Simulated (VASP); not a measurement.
```xyz
5
Lattice="4.0579 0.0000 0.0000 0.0000 4.0579 0.0000 0.0000 0.0000 4.0579" Properties=species:S:1:pos:R:3 pbc="T T T"
K      0.0000     0.0000     0.0000
Zn     2.0290     2.0290     2.0290
F      2.0290     0.0000     2.0290
F      0.0000     2.0290     2.0290
F      2.0290     2.0290     0.0000
```

Level of theory: PBEsol GGA, VASP's PBE PAW potentials (set 64) (plane waves; VASP 6.6.1). Settings: 520 eV cut-off, 7×7×7 Γ-centred mesh, Gaussian smearing of 0.010 eV, potentials K_sv Zn F.

**Question.** Predict the energy per atom (σ→0).

**Answer.** 
The energy per atom (σ→0) is -4.268 eV/atom.

Only differences to runs with the same potentials and settings are physical.

The compound is KZnF3 in the cubic perovskite structure. It was relaxed first.
